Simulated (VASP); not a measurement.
# Mg6FeNi (Amm2) in VASP: reference runs

Aim: a first look at Mg6FeNi with PBE, on the cell as given and on a disturbed one.

Everything below comes from runs of VASP 6.6.1. Logs are shortened: lines on timing, memory, paths and dates and some standing lists are left out, and cuts for length are marked.

### 1 The crystal as given

The structure is orthorhombic, space group Amm2 (No. 38). Conventional cell: a = 4.708 Å, b = 5.910 Å, c = 10.743 Å, α = 90.00°, β = 90.00°, γ = 90.00°. Around Ni (site symmetry mm2) lie 2 Fe at 2.70 Å and 8 Mg at 2.74 to 2.97 Å. Around Fe (site symmetry mm2) lie 2 Ni at 2.70 Å and 8 Mg at 2.79 to 2.96 Å. Around Mg (site symmetry mm2) lie 10 Mg at 2.94 to 3.10 Å and 2 Ni at 2.97 Å. Mg (site symmetry m) is surrounded by 1 Ni at 2.74 Å and 8 Mg at 2.79 to 3.12 Å and 2 Fe at 2.93 Å. Mg (site symmetry mm2) is surrounded by 10 Mg at 2.94 to 3.08 Å and 2 Fe at 2.96 Å. Around Mg (site symmetry m) lie 1 Fe at 2.79 Å and 8 Mg at 2.81 to 3.10 Å and 2 Ni at 2.95 Å.

The cell comes from a database or a generator and needn't be the stable form of this composition.

### 2 Single point, PBE, collinear spin, ferromagnetic start

File INCAR:

```
SYSTEM = Mg6FeNi
PREC = Accurate
ENCUT = 520
EDIFF = 1E-7
ISMEAR = -1
SIGMA = 0.05
LREAL = .FALSE.
LASPH = .TRUE.
NELM = 120
ALGO = Normal
ISIF = 2
LWAVE = .FALSE.
LCHARG = .FALSE.
ISPIN = 2
MAGMOM = 1 3 0 0 0 0 0 0
LORBIT = 11
LMAXMIX = 4
GGA = PE
NBANDS = 29
```

File KPOINTS:

```
regular mesh
0
G
  6 5 5
  0 0 0
```

File POSCAR:

```
Mg6FeNi
1.0
    4.7076560000      0.0000000000      0.0000000000
    0.0000000000      2.9552330000      5.3716260000
    0.0000000000     -2.9552330000      5.3716260000
Ni Fe Mg
1 1 6
Direct
    0.0000000000      0.1901890000      0.1901890000
    0.5000000000      0.3132140000      0.3132140000
    0.0000000000      0.6674190000      0.6674190000
    0.0000000000      0.1730000000      0.6458440000
    0.0000000000      0.6458440000      0.1730000000
    0.5000000000      0.8332970000      0.8332970000
    0.5000000000      0.3261570000      0.8508800000
    0.5000000000      0.8508800000      0.3261570000
```

Potentials or basis: VASP PAW PBE potentials, release 64 (Ni, Fe, Mg).

The run is started by

```console
$ cat potpaw_PBE.64/Ni/POTCAR potpaw_PBE.64/Fe/POTCAR potpaw_PBE.64/Mg/POTCAR > POTCAR
$ mpirun -np 1 vasp_std > vasp.out
```

OUTCAR:

```text
SYSTEM = Mg6FeNi
   PREC = Accurate
   ENCUT = 520
   EDIFF = 1E-7
   ISMEAR = -1
   LREAL = .FALSE.
   LASPH = .TRUE.
   NELM = 120
   ISIF = 2
   ISPIN = 2
   LORBIT = 11
   GGA = PE

 ion  position               nearest neighbor table
   1  0.000  0.190  0.190-   2 2.70   2 2.70   5 2.74   4 2.74   8 2.95   7 2.95   7 2.95   8 2.95
                             3 2.97   3 2.97
   2  0.500  0.313  0.313-   1 2.70   1 2.70   8 2.79   7 2.79   5 2.93   4 2.93   4 2.93   5 2.93
                             6 2.96   6 2.96   8 3.34   7 3.34
   3  0.000  0.667  0.667-   7 2.94   8 2.94   7 2.94   8 2.94   6 2.95   6 2.95   1 2.97   1 2.97
                             4 3.03   5 3.03   4 3.10   5 3.10
   4  0.000  0.173  0.646-   1 2.74   5 2.79   2 2.93   2 2.93   6 2.94   6 2.94   3 3.03   7 3.04
                             7 3.04   3 3.10   5 3.12
   5  0.000  0.646  0.173-   1 2.74   4 2.79   2 2.93   2 2.93   6 2.94   6 2.94   3 3.03   8 3.04
                             8 3.04   3 3.10   4 3.12
   6  0.500  0.833  0.833-   4 2.94   5 2.94   4 2.94   5 2.94   3 2.95   3 2.95   2 2.96   2 2.96
                             7 3.05   8 3.05   8 3.08   7 3.08
   7  0.500  0.326  0.851-   2 2.79   8 2.81   3 2.94   3 2.94   1 2.95   1 2.95   4 3.04   4 3.04
                             6 3.05   6 3.08   8 3.10   2 3.34
   8  0.500  0.851  0.326-   2 2.79   7 2.81   3 2.94   3 2.94   1 2.95   1 2.95   5 3.04   5 3.04
                             6 3.05   6 3.08   7 3.10   2 3.34

  LATTYP: Found a base centered orthorhombic cell.
 ALAT       =     5.9104660000
 B/A-ratio  =     1.8176658152
 C/A-ratio  =     0.7964948957

  Lattice vectors:

 A1 = (   0.0000000000,   2.9552330000,  -5.3716260000)
 A2 = (   0.0000000000,   2.9552330000,   5.3716260000)
 A3 = (   4.7076560000,   0.0000000000,   0.0000000000)

Analysis of symmetry for initial positions (statically):
=====================================================================
 Subroutine PRICEL returns:
 Original cell was already a primitive cell.

 Routine SETGRP: Setting up the symmetry group for a
 base centered orthorhombic supercell.

 Subroutine GETGRP returns: Found  4 space group operations
 (whereof  4 operations were pure point group operations)
 out of a pool of  8 trial point group operations.

The static configuration has the point symmetry C_2v.

Analysis of symmetry for dynamics (positions and initial velocities):
=====================================================================
 Subroutine PRICEL returns:
 Original cell was already a primitive cell.

 Routine SETGRP: Setting up the symmetry group for a
 base centered orthorhombic supercell.

 Subroutine GETGRP returns: Found  4 space group operations
 (whereof  4 operations were pure point group operations)
 out of a pool of  8 trial point group operations.

The dynamic configuration has the point symmetry C_2v.

Analysis of structural, dynamic, and magnetic symmetry:
=====================================================================
 Subroutine PRICEL returns:
 Original cell was already a primitive cell.

 Routine SETGRP: Setting up the symmetry group for a
 base centered orthorhombic supercell.

 Subroutine GETGRP returns: Found  4 space group operations
 (whereof  4 operations were pure point group operations)
 out of a pool of  8 trial point group operations.

The overall configuration has the point symmetry C_2v.

 Subroutine INISYM returns: Found  4 space group operations
 (whereof  4 operations are pure point group operations),
 and found     1 'primitive' translations

----------------------------------------------------------------------------------------

                                     Primitive cell

  volume of cell :     149.4625

  direct lattice vectors                    reciprocal lattice vectors
     4.707656000  0.000000000  0.000000000     0.212419939  0.000000000  0.000000000
     0.000000000  2.955233000  5.371626000     0.000000000  0.169191397  0.093081685
     0.000000000 -2.955233000  5.371626000     0.000000000 -0.169191397  0.093081685

  length of vectors
     4.707656000  6.130886393  6.130886393     0.212419939  0.193106004  0.193106004

  position of ions in fractional coordinates (direct lattice)
     0.000000000  0.190189000  0.190189000
     0.500000000  0.313214000  0.313214000
     0.000000000  0.667419000  0.667419000
     0.000000000  0.173000000  0.645844000
     0.000000000  0.645844000  0.173000000
     0.500000000  0.833297000  0.833297000
     0.500000000  0.326157000  0.850880000
     0.500000000  0.850880000  0.326157000

  ion indices of the primitive-cell ions
   primitive index   ion index
                 1           1
                 2           2
                 3           3
                 4           4
                 5           5
                 6           6
                 7           7
                 8           8

----------------------------------------------------------------------------------------

 KPOINTS: regular mesh

Automatic generation of k-mesh.
 Grid dimensions read from file:
 generate k-points for:    6    5    5

 Generating k-lattice:

  Cartesian coordinates                     Fractional coordinates (reciprocal lattice)
     0.035403323  0.000000000  0.000000000     0.166666667  0.000000000  0.000000000
     0.000000000  0.033838279  0.018616337     0.000000000  0.200000000  0.000000000
     0.000000000 -0.033838279  0.018616337     0.000000000  0.000000000  0.200000000

  Length of vectors
     0.035403323  0.038621201  0.038621201

  Shift w.r.t. Gamma in fractional coordinates (k-lattice)
     0.000000000  0.000000000  0.000000000

 Subroutine IBZKPT returns following result:
 ===========================================

 Found     36 irreducible k-points:

 Following reciprocal coordinates:
            Coordinates               Weight
  0.000000  0.000000  0.000000      1.000000
  0.166667  0.000000  0.000000      2.000000
  0.333333  0.000000  0.000000      2.000000
  0.500000  0.000000  0.000000      1.000000
  0.000000  0.200000  0.000000      4.000000
  0.166667  0.200000  0.000000      8.000000
[... 16 lines left out ...]
  0.333333 -0.400000  0.200000      8.000000
  0.500000 -0.400000  0.200000      4.000000
 [... further k-points ...]
   k-points           NKPTS =     36   k-points in BZ     NKDIM =     36   number of bands    NBANDS=     29
   number of dos      NEDOS =    301   number of ions     NIONS =      8
   total plane-waves  NPLWV =  82944
   dimension x,y,z NGX =    36 NGY =   48 NGZ =   48
   dimension x,y,z NGXF=    72 NGYF=   96 NGZF=   96
   ions per type =               1   1   6
   NGX,Y,Z   is equivalent  to a cutoff of  12.71, 13.02, 13.02 a.u.
   NGXF,Y,Z  is equivalent  to a cutoff of  25.43, 26.03, 26.03 a.u.
 SYSTEM =  Mg6FeNi
   PREC   = accura    normal or accurate (medium, high low for compatibility)
   ISTART =      0    job   : 0-new  1-cont  2-samecut
   ICHARG =      2    charge: 1-file 2-atom 10-const
   ISPIN  =      2    spin polarized calculation?
   LNONCOLLINEAR =      F non collinear calculations
   LSORBIT =      F    spin-orbit coupling
   LASPH  =      T    aspherical Exc in radial PAW
   ENCUT  =  520.0 eV  38.22 Ry    6.18 a.u.   8.75 11.40 11.40*2*pi/ulx,y,z
   NELM   =    120;   NELMIN=  2; NELMDL= -5     # of ELM steps
   EDIFF  = 0.1E-06   stopping-criterion for ELM
   LREAL  =      F    real-space projection
   EDIFFG = 0.1E-05   stopping-criterion for IOM
   NSW    =      0    number of steps for IOM
   IBRION =     -1    ionic relax: 0-MD 1-quasi-New 2-CG
   NFREE  =      0    steps in history (QN), initial steepest desc. (CG)
   ISIF   =      2    stress and relaxation
   ISYM   =      2    0-nonsym 1-usesym 2-fastsym
   POTIM  = 0.5000    time-step for ionic-motion
   TEBEG  =    0.0;   TEEND  =   0.0 temperature during run
   PSTRESS=    0.0 pullay stress
   NELECT =      30.0000    total number of electrons
   NUPDOWN=      -1.0000    fix difference up-down
   EMIN   =  10.00;   EMAX   =-10.00  energy-range for DOS
   EFERMI =   0.00;   METHOD = LEGACY
   ISMEAR =    -1;   SIGMA  =   0.05  broadening in eV -4-tet -1-fermi 0-gaus
   EFERMI_NEDOS =   21; number of points for ismear=-14 and -15
   IALGO  =     38    algorithm
   IMIX   =      4    mixing-type and parameters
     AMIX     =   0.40;   BMIX     =  1.00
     AMIX_MAG =   1.60;   BMIX_MAG =  1.00
  volume/ion in A,a.u.               =      18.68       126.08
  Fermi-wavevector in a.u.,A,eV,Ry     =   0.958527  1.811354 12.500689  0.918775
  Thomas-Fermi vector in A             =   2.087643
   LORBIT       =     11    0 simple, 1 ext, 2 COOP (PROOUT), +10 PAW based schemes
   GGA     = PE    functional components
   LHFCALC =     F    Hartree Fock is set to
   AEXX    =    0.0000 exact exchange contribution
   IVDW    =     0    specifies the selected vdW correction
   LEPSILON=     F    determine dielectric tensor
   LRPA    =     F    only Hartree local field effects (RPA)
 spin polarized calculation
  energy-cutoff  :      520.00
  volume of cell :      149.46
 maximum number of plane-waves:      4044
 NGX is ok and might be reduce to    36
   NGX = 17   NGY = 23   NGZ = 23

 number of electron      29.9999998 magnetization       2.9584042

 Free energy of the ion-electron system (eV)
  ---------------------------------------------------
  ext. energy  EPLUGINS =         0.00000000
  ---------------------------------------------------
  free energy    TOTEN  =       -21.63027004 eV

  energy without entropy =      -21.59402356  energy(sigma->0) =      -21.61214680

 E-fermi :   3.4974     XC(G=0):  -9.4479

 val. band max:        3.4905487704   @ k =   0.1667   0.4000   0.4000
 cond. band min:       3.4973977159   @ k =   0.3333  -0.4000   0.4000
 fundamental gap:      0.0068489454
 Fermi energy:         3.4973607486

 spin component 1

 k-point     1 :       0.0000    0.0000    0.0000
  band No.  band energies     occupation
      1      -3.8269      1.00000
      2       0.2073      1.00000
      3       0.3915      1.00000
      4       0.6639      1.00000
      5       0.6725      1.00000
      6       0.9782      1.00000
[... 19 lines left out ...]
     26       8.6171      0.00000
     27       8.8149      0.00000
[... 667 lines left out ...]
      5       0.0495      1.00000
      6       0.1176      1.00000
[... 19 lines left out ...]
     26       9.5416      0.00000
     27       9.9051      0.00000

 [... further k-points ...]

 spin component 2

 k-point     1 :       0.0000    0.0000    0.0000
  band No.  band energies     occupation
      1      -3.8148      1.00000
      2       0.8868      1.00000
      3       0.9111      1.00000
      4       1.1524      1.00000
      5       1.2954      1.00000
      6       1.3681      1.00000
[... 19 lines left out ...]
     26       8.6379      0.00000
     27       9.0685      0.00000
[... 667 lines left out ...]
      5       0.2685      1.00000
      6       0.2864      1.00000
[... 19 lines left out ...]
     26       9.6063      0.00000
     27       9.9611      0.00000

 [... further k-points ...]

 [bands above 27 left out]

------------------------ aborting loop because EDIFF is reached ----------------------------------------

  FORCE on cell =-STRESS in cart. coord.  units (eV):
  Direction    XX          YY          ZZ          XY          YZ          ZX
  --------------------------------------------------------------------------------------
  -------------------------------------------------------------------------------------
  Total       -0.0823229      0.2737835     -0.5958852      0.0000000      0.0000000      0.0000000
  in kB       -0.8824677      2.9348486     -6.3876479      0.0000000      0.0000000      0.0000000
  external PRESSURE =      -1.4450890 kB  Pullay stress =       0.0000000 kB

 VOLUME and BASIS-vectors are now :
 -----------------------------------------------------------------------------
  energy-cutoff  :      520.00
  volume of cell :      149.46
      direct lattice vectors                 reciprocal lattice vectors
     4.707656000  0.000000000  0.000000000     0.212419939  0.000000000  0.000000000
     0.000000000  2.955233000  5.371626000     0.000000000  0.169191397  0.093081685
     0.000000000 -2.955233000  5.371626000     0.000000000 -0.169191397  0.093081685

 POSITION                                       TOTAL-FORCE (eV/Angst)
 -----------------------------------------------------------------------------------
      0.00000      0.00000      2.04325         0.000000      0.000000      0.038010
      2.35383      0.00000      3.36494         0.000000      0.000000     -0.041572
      0.00000      0.00000      7.17025         0.000000      0.000000      0.031499
      0.00000     -1.39736      4.39852         0.000000     -0.018785      0.061384
      0.00000      1.39736      4.39852         0.000000      0.018785      0.061384
      2.35383      0.00000      8.95232         0.000000      0.000000     -0.039572
      2.35383     -1.55068      6.32260         0.000000      0.007427     -0.055567
      2.35383      1.55068      6.32260         0.000000     -0.007427     -0.055567
 -----------------------------------------------------------------------------------
    total drift:                                0.000000     -0.000000     -0.000356

  FREE ENERGIE OF THE ION-ELECTRON SYSTEM (eV)
  ---------------------------------------------------
  free  energy   TOTEN  =       -21.6302700384 eV

  energy  without entropy=      -21.5940235612  energy(sigma->0) =      -21.61214680

 total charge

# of ion       s       p       d       tot
------------------------------------------
    1        0.425   0.281   8.336   9.041
    2        0.392   0.289   6.118   6.799
    3        0.215   0.152   0.016   0.382
    4        0.211   0.152   0.018   0.380
    5        0.211   0.152   0.018   0.380
    6        0.220   0.160   0.016   0.397
    7        0.208   0.150   0.017   0.375
    8        0.208   0.150   0.017   0.375
--------------------------------------------------
tot          2.089   1.486  14.555  18.130

 magnetization (x)

# of ion       s       p       d       tot
------------------------------------------
    1       -0.009  -0.016   0.373   0.348
    2        0.033   0.014   2.708   2.755
    3        0.008   0.007  -0.001   0.014
    4       -0.005  -0.004  -0.001  -0.010
    5       -0.005  -0.004  -0.001  -0.010
    6       -0.004  -0.007  -0.000  -0.011
    7       -0.004  -0.006  -0.000  -0.010
    8       -0.004  -0.006  -0.000  -0.010
--------------------------------------------------
tot          0.010  -0.022   3.078   3.066
```

Run time: 4.9 min. Hardware: 1 thread of Intel Xeon 6975P-C (Granite Rapids), shared host; peak memory 0.51 GiB.

What came out:

```
Free energy                                           : -21.6303 eV
Pressure                                              : -0.1 GPa
Largest force                                         : 0.064 eV/Å
Band gap on the k mesh                                : none (metal or under the smearing width)
Net moment                                            : 2.96 μB per cell
Site moments                                          : Ni +0.35; Fe +2.75; Mg +0.01, -0.01 μB
Valence electrons inside the program's atomic spheres : Ni 9.04; Fe 6.80; Mg 0.38, 0.40
```

Forces on the atoms (eV/Å):
```
Ni   0.000  0.000  0.038
Fe   0.000  0.000 -0.042
Mg   0.000  0.000  0.031
Mg   0.000 -0.019  0.061
Mg   0.000  0.019  0.061
Mg   0.000  0.000 -0.040
Mg   0.000  0.007 -0.056
Mg   0.000 -0.007 -0.056
```

(Continued in part 2 of 2.)
